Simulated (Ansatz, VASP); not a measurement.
# NaWO3: VASP beside Ansatz, part 2 of 2

One calculation is typed for both programs; each brings its own data sets. How far apart do they land? The cell is taken from a series of runs on this material, whose earlier steps may have relaxed, scaled, displaced or heated it; both programs get it as it stands.

VASP 6.6.1 and Ansatz 0.2.0.

So far: Starting point; VASP: relaxation of cell and atoms, PBEsol.

**3. Ansatz: relaxation of cell and atoms, PBEsol**

Level of this step: Ansatz beside VASP: Kohn-Sham DFT, plane waves, PBEsol (Ansatz).

Ansatz runs on its PAW soft_1 files.

The same cell, functional, mesh and smearing now go to Ansatz, which takes its cutoff from its data sets.

The input, input.yaml:

```yaml
crystal:
  lattice:
    - [3.8754489688, 3.8754489688, 0.0]
    - [3.8754489688, 0.0, 3.8754489688]
    - [3.8754489688, 0.0, -3.8754489688]
  atoms:
    - { symbol: Na, position: [0.0, 0.0, 0.0] }
    - { symbol: Na, position: [0.0, 0.5, 0.5] }
    - { symbol: W, position: [0.5, 0.25, 0.75] }
    - { symbol: W, position: [0.5, 0.75, 0.25] }
    - { symbol: O, position: [0.5, 0.0, 0.0] }
    - { symbol: O, position: [0.5, 0.5, 0.5] }
    - { symbol: O, position: [0.5, 0.0, 0.5] }
    - { symbol: O, position: [0.5, 0.5, 0.0] }
    - { symbol: O, position: [0.0, 0.5, 0.0] }
    - { symbol: O, position: [0.0, 0.0, 0.5] }
kpoints:
  mp_grid: { grid: [12, 12, 12] }
hamiltonian:
  xc: pbesol
  pseudopotentials: { kind: paw, azcp: { folder: soft_1 }, xc_functional: pbe }
scf:
  occupations: { method: methfessel_paxton, width: 0.2 }
output:
  forces: true
  stress: true
  eigenvalues: true
  write_density: true
  write_potential: true
  elf: true
  volumetric_format: npy
relax:
  adjacent_minimum: "off"
  f_tol: 0.001
  max_steps: 60
  cell: { stress_tol: 0.01 }
```

On the command line:

```bash
ansatz run input.yaml --threads 4 --pin off --max-ram 10240MiB --backend cpu --events-out ev --progress --plain --runs-dir out
```

Numbers of over 12 decimals in the logs are rounded to 6 here.

The log of the run:

```text
Engine: ansatz 0.2.0, x86_64-unknown-linux-gnu
Pseudopotentials: kind: paw
Pseudopotential: Na, paw, valence charge 9, recommended cutoff 420 eV (normal), soft_1/Na.paw.azcp
Pseudopotential: W, paw, valence charge 14, recommended cutoff 420 eV (normal), soft_1/W.paw.azcp
Pseudopotential: O, paw, valence charge 6, recommended cutoff 420 eV (normal), soft_1/O.paw.azcp
Functional definition: PBEsol
  exchange = pbesol_x
  correlation = pbesol_c
Crystal: 10 atoms, lattice volume = 116.412 Å³
Basis set: ecut = 420 eV, 2229 PW (Γ), exchange–correlation on 80×80×80 points (8 copies of the dense FFT grid, shifted against one another)
Bands: 51, of which v1, the nominal top of the filled ones, is band 41 counted from 1 (40 counted from 0)
Symmetry: 96 space group operations
Space group: Pm-3m (ITA 221), of the structure as read, at distance tolerance 4.9e-5 Å
k-points: 72 of 1728
Non-local potential: Na, projectors of the file, l = 0: 3, l = 1: 2, l = 2: 1
Non-local potential: W, projectors of the file, l = 0: 3, l = 1: 2, l = 2: 2, l = 3: 1
Non-local potential: O, projectors of the file, l = 0: 2, l = 1: 2, l = 2: 1
PAW form: soft (Blöchl's): semilocal exchange-correlation on the pseudo side does not see the compensation charge
PAW frozen core: Na, regenerated for the run's functional, and the local potential with it (the file was generated under x = pbe(κ = 0.804, μ = 0.219515), c = pbe(β = 0.066725))
PAW frozen core: W, regenerated for the run's functional, and the local potential with it (the file was generated under x = pbe(κ = 0.804, μ = 0.219515), c = pbe(β = 0.066725))
PAW frozen core: O, regenerated for the run's functional, and the local potential with it (the file was generated under x = pbe(κ = 0.804, μ = 0.219515), c = pbe(β = 0.066725))
PAW one-centre angular grid: Na, 110 points (default); XC on 64 Gauss nodes
PAW one-centre angular grid: W, 590 points (default); XC on 64 Gauss nodes
PAW one-centre angular grid: O, 110 points (default); XC on 64 Gauss nodes
Initial density: superposition of atomic densities (chi_scale 0.1, normalization cell, long waves kept (reshape's long-wave potential 0.01 eV rms))
Initial wavefunctions: pseudopotential atomic-orbital guess
Functional: x = pbesol(κ = 0.804, μ = 0.123457), c = pbesol(β = 0.046)
SCF iter   1: F=—  HF=-26841.096754 eV  |F-HF|=—  |Δ(HF+E_count)|=         —  Δρ=8.89e-2  dr2=8.25e0  ethr=3.10e-3  ⟨swp⟩=5.8  Hψ=12883  notcnv=0
preconditioner: auto → Kerker (q_TF=auto, 2.574 Å⁻¹)  [metal: Δε(μ)=0.029 eV  Ē_g=12.848 eV  σ=0.200 eV  W_gap=0.12  n_scr=26 (ndim 8)  ℏωp=24.3 eV  f_vac=0.000  D(μ)=2.27/eV (n_scr^D=14)]
SCF iter   2: F=—  HF=-26839.229076 eV  |F-HF|=—  |Δ(HF+E_count)|=    1.87e0  S|Δr|=    0.00e0  Δρ=4.47e-2  dr2=2.55e0  ethr=3.10e-3  ⟨swp⟩=2.0  Hψ=7540  notcnv=0  defer=235
SCF iter   3: F=—  HF=-26838.540667 eV  |F-HF|=—  |Δ(HF+E_count)|=   6.88e-1  S|Δr|=    0.00e0  Δρ=1.03e-2  dr2=2.00e-1  ethr=3.10e-3  ⟨swp⟩=2.3  Hψ=6361  notcnv=0  defer=232
SCF iter   4: F=—  HF=-26838.479216 eV  |F-HF|=—  |Δ(HF+E_count)|=   6.15e-2  S|Δr|=    0.00e0  Δρ=3.63e-3  dr2=2.38e-2  ethr=2.44e-4  ⟨swp⟩=2.1  Hψ=6488  notcnv=0  defer=220
SCF iter   5: F=—  HF=-26838.472268 eV  |F-HF|=—  |Δ(HF+E_count)|=   6.95e-3  S|Δr|=    0.00e0  Δρ=9.15e-4  dr2=1.40e-3  ethr=2.90e-5  ⟨swp⟩=2.2  Hψ=4907  notcnv=0  defer=217
SCF iter   6: F=—  HF=-26838.472410 eV  |F-HF|=—  |Δ(HF+E_count)|=   1.42e-4  S|Δr|=    0.00e0  Δρ=3.04e-4  dr2=1.45e-4  ethr=1.70e-6  ⟨swp⟩=2.0  Hψ=5665  notcnv=0  defer=217
SCF iter   7: F=—  HF=-26838.472528 eV  |F-HF|=—  |Δ(HF+E_count)|=   1.18e-4  S|Δr|=    0.00e0  Δρ=9.42e-5  dr2=1.56e-5  ethr=1.77e-7  ⟨swp⟩=2.0  Hψ=5874  notcnv=0  defer=217
SCF iter   8: F=—  HF=-26838.472567 eV  |F-HF|=—  |Δ(HF+E_count)|=   3.95e-5  S|Δr|=    0.00e0  Δρ=2.81e-5  dr2=1.32e-6  ethr=1.90e-8  ⟨swp⟩=2.0  Hψ=5333  notcnv=0  defer=217
SCF iter   9: F=-26838.472568 eV  HF=-26838.472568 eV  |F-HF|=4.17e-8  |Δ(HF+E_count)|=   5.41e-7  S|Δr|=    0.00e0  Δρ=6.67e-6  dr2=3.88e-8  ethr=1.22e-10  ⟨swp⟩=14.0  Hψ=26101  notcnv=0
SCF 1 converged in 9 iterations: F = -26838.472568 eV  dr2 = 3.88e-8
  greatest PAW one-centre occupation: 1.000 electrons in one spin orbital (limit 2), on the W atom at site 3 (counted from 0), in its partial waves of l = 0
relax step   1: F+E_penalty+E_count = -26838.47256774 eV  Δ(F+E_penalty+E_count) = +0.000e0 eV  max|allowed force component| = 6.393e-28 eV/Å  Δτ_max = 0.0000 Å  P = -0.006 GPa  Ω = 116.412 Å³  (9 SCF iters, dr2 threshold 1.00e-7 eV, accepted)
Initial density: handed on by an earlier stage of this run
Initial wavefunctions: pseudopotential atomic-orbital guess (no wavefunctions were taken with the density)
iter 1 solved again at ethr=5.32e-8 eV; its pass at ethr=3.10e-3 eV (dr2=4.36e-5 eV) is discarded
SCF iter   1: F=—  HF=-26838.472540 eV  |F-HF|=—  |Δ(HF+E_count)|=         —  Δρ=6.63e-6  dr2=3.79e-8  ethr=5.32e-8  ⟨swp⟩=3.8  Hψ=22351  notcnv=0
preconditioner: auto → LDOS  [metal: Δε(μ)=0.018 eV  Ē_g=15.375 eV  σ=0.200 eV  W_gap=0.07  n_scr=26 (ndim 8)  ℏωp=27.1 eV  f_vac=0.039  D(μ)=2.22/eV (n_scr^D=14)  β→1.0]
SCF iter   2: F=—  HF=-26838.472568 eV  |F-HF|=—  |Δ(HF+E_count)|=   2.73e-5  S|Δr|=    0.00e0  Δρ=3.31e-6  dr2=8.14e-9  ethr=4.62e-11  ⟨swp⟩=2.9  Hψ=6933  notcnv=0
SCF iter   3: F=—  HF=-26838.472568 eV  |F-HF|=—  |Δ(HF+E_count)|=  7.42e-10  S|Δr|=    0.00e0  Δρ=1.95e-6  dr2=2.84e-9  ethr=9.92e-12  ⟨swp⟩=2.0  Hψ=5470  notcnv=0
SCF iter   4: F=—  HF=-26838.472568 eV  |F-HF|=—  |Δ(HF+E_count)|=  5.68e-10  S|Δr|=    0.00e0  Δρ=7.86e-7  dr2=4.64e-10  ethr=3.46e-12  ⟨swp⟩=2.2  Hψ=4680  notcnv=0
SCF iter   5: F=—  HF=-26838.472568 eV  |F-HF|=—  |Δ(HF+E_count)|=  1.02e-10  S|Δr|=    0.00e0  Δρ=1.72e-7  dr2=2.24e-11  ethr=1.00e-12  ⟨swp⟩=2.2  Hψ=4807  notcnv=0
SCF iter   6: F=-26838.472568 eV  HF=-26838.472568 eV  |F-HF|=1.09e-11  |Δ(HF+E_count)|=    0.00e0  S|Δr|=    0.00e0  Δρ=1.85e-8  dr2=2.07e-13  ethr=1.00e-12  ⟨swp⟩=6.0  Hψ=14455  notcnv=0
SCF 2 converged in 6 iterations: F = -26838.472568 eV  dr2 = 2.07e-13
relax step   2: F+E_penalty+E_count = -26838.47256775 eV  Δ(F+E_penalty+E_count) = -1.147e-8 eV  max|allowed force component| = 7.312e-28 eV/Å  Δτ_max = 0.0000 Å  P = -0.007 GPa  Ω = 116.412 Å³  stress off target by 6.56e-3 GPa  SCF on the basis re-selected at this cell (its energy is not comparable with the rows above)  (6 SCF iters)
basis re-selected at this cell: Δ(F+E_penalty+E_count) = -1.147e-8 eV, ΔP = -0.000 GPa vs the last step (what re-selecting the basis moved, of the pressure what is left beyond the Pulay correction that the steps carried, after the strain that the cell walked since its last selection, with what the two solves' SCF thresholds leave and, on support functions, any second-order correction that the steps lacked; it is no m [...]
SCF converged after 6 iterations
Stability not checked: this state was not tested for a lower state beside it, because cold or Methfessel-Paxton smearing, or corrected tetrahedra, fill the levels in a way that the test cannot read (fill_not_monotonic; see scf.lower_state_search)
Free energy (F): -26838.472568 eV
Harris-Foulkes:  -26838.472568 eV  (|F-HF|=1.09e-11)
Internal energy: -26838.469402 eV  (E = F + TS)
E sigma→0 (E₀):  -26838.471776 eV
Entropy (-TS):   -0.003165 eV (-0.317 meV/atom)
Fermi energy:    11.012400 eV
--- Per-component energies (eV) ---
  E_band       = -839.471555
  E_kinetic    = 2074.610063
  E_local      = -6432.265208  (includes V_loc(G=0)·N_el)
  E_nonlocal   = 828.892770
  E_hartree    = 2284.726775
  E_xc         = -1026.395820
  E_vxc        = -1097.482826  (∫ρ·V_xc dr)
  E_paw        = -18410.713371  (= ΣΔE_a)
  E_vpaw       = -782.684897  (= ΣTr[D̂ρ^β])
  E_aug_tail   = 0.004968  (compensation charges beyond the density's cutoff)
  E_ewald      = -6158.094410
  E_core_change = 0.764831  (= ΣΔE_core)
  E_smearing   = -0.003165  (= −TS)
  E_closure    = -0.000000  (closes the sum)
  Σ components = -26838.472568   (vs F -26838.472568, Δ=0.00e0)
--- Forces (eV/Å), atoms counted from 1 ---
  atom   1  Na     0.00000000    -0.00000000    -0.00000000
  atom   2  Na     0.00000000     0.00000000     0.00000000
  atom   3  W      0.00000000    -0.00000000    -0.00000000
  atom   4  W      0.00000000     0.00000000    -0.00000000
  atom   5  O      0.00000000    -0.00000000     0.00000000
  atom   6  O     -0.00000000    -0.00000000     0.00000000
  atom   7  O      0.00000000     0.00000000    -0.00000000
  atom   8  O      0.00000000    -0.00000000    -0.00000000
  atom   9  O      0.00000000     0.00000000    -0.00000000
  atom  10  O      0.00000000     0.00000000    -0.00000000
  max |Σ_I F_I| component: 2.45e-27 eV/Å
--- Stress (GPa, compression-positive) ---
       -0.006558      -0.000000      -0.000000
       -0.000000      -0.006558      -0.000000
        0.000000       0.000000      -0.006558
  P = ⅓ Tr σ = -0.0066 GPa (-0.066 kbar)
--- Band table (eV; the first three rows and the last of 72) ---
  k-point 0: bands = [... 37 lower, 8.0894, 8.0894, 8.0894, 9.4853, 9.4853, 9.4853, 13.1906, 14.0270, ... 6 higher]
  k-point 1: bands = [... 37 lower, 8.0508, 8.0508, 8.0670, 9.6190, 9.6468, 9.6468, 13.2979, 13.9350, ... 6 higher]
  k-point 2: bands = [... 37 lower, 7.9403, 7.9403, 8.0016, 9.9447, 10.0420, 10.0420, 13.6064, 13.6761, ... 6 higher]
  k-point 71: bands = [... 37 lower, 6.4079, 7.4883, 7.4883, 11.2661, 11.2661, 12.6608, 12.6608, 13.1319, ... 6 higher]
--- Relaxed structure (1 steps of the walk, 1 accepted, 1 SCFs on fresh bases) ---
  F+E_penalty+E_count = -26838.47256775 eV   max|allowed force component| = 7.312e-28 eV/Å   (the final SCF, on the basis selected at the relaxed cell)
  cell:  # Å, volume = 116.4115 Å³
    - [3.8754489688, 3.8754489688, 0.0]
    - [3.8754489688, 0.0, 3.8754489688]
    - [3.8754489688, 0.0, -3.8754489688]
  atoms:
    - { symbol: Na, position: [0.0, 0.0, 0.0] }
    - { symbol: Na, position: [0.0, 0.500000, 0.500000] }
    - { symbol: W, position: [0.500000, 0.250000, 0.750000] }
    - { symbol: W, position: [0.500000, 0.750000, 0.250000] }
    - { symbol: O, position: [0.500000, 0.0, 0.0] }
    - { symbol: O, position: [0.500000, 0.500000, 0.500000] }
    - { symbol: O, position: [0.500000, 0.0, 0.500000] }
    - { symbol: O, position: [0.500000, 0.500000, 0.0] }
    - { symbol: O, position: [0.0, 0.500000, 0.0] }
    - { symbol: O, position: [0.0, 0.0, 0.500000] }
```

**4. Differences**

Known differences besides the potentials themselves: the data sets hold 82 valence electrons in Ansatz (on its PAW soft_1 files) and 62 in VASP; the cutoff is 420 eV in Ansatz and 600 eV in VASP; Ansatz makes its cores anew for this functional, VASP keeps those of its PBE data sets; Ansatz adds a Pulay correction to the stress that steers its cell, VASP none. Total energies have different zeros and are not compared.

The two programs side by side:

```
                                         quantity  Ansatz    VASP  difference
                                      volume (Å³)  116.41  117.03     -0.53 %
edge a after relaxation, in the typed setting (Å)   5.481   5.490     -0.17 %
```

**5. Summary of results**

```
difference in volume (relaxation of cell and atoms, PBEsol) : -0.53 %
```

The difference in volume is -0.53 % (relaxation of cell and atoms, PBEsol), within the 1.2 % picked in this series as the mark of a large difference, as far as the stopping tolerances let one tell. The data sets hold unlike numbers of valence electrons (82 in Ansatz and 62 in VASP), so part of the differences comes from the potentials. Such differences can come from data sets, numerical settings and the points named under the comparisons, not from the functional's error against experiment.

[Lines on the potential files, build, host, timing and source positions are cut from VASP's logs without a mark.]

[Logs are printed without paths, hosts, clocks, repeated set-up lines and the standing remarks that a program may print on its own settings, such as how far it seeks lower states.]

[Hosts, paths, dates, database ids (printed as entryN), source tags and the programs' standing remarks are cut or masked in the printed files.]
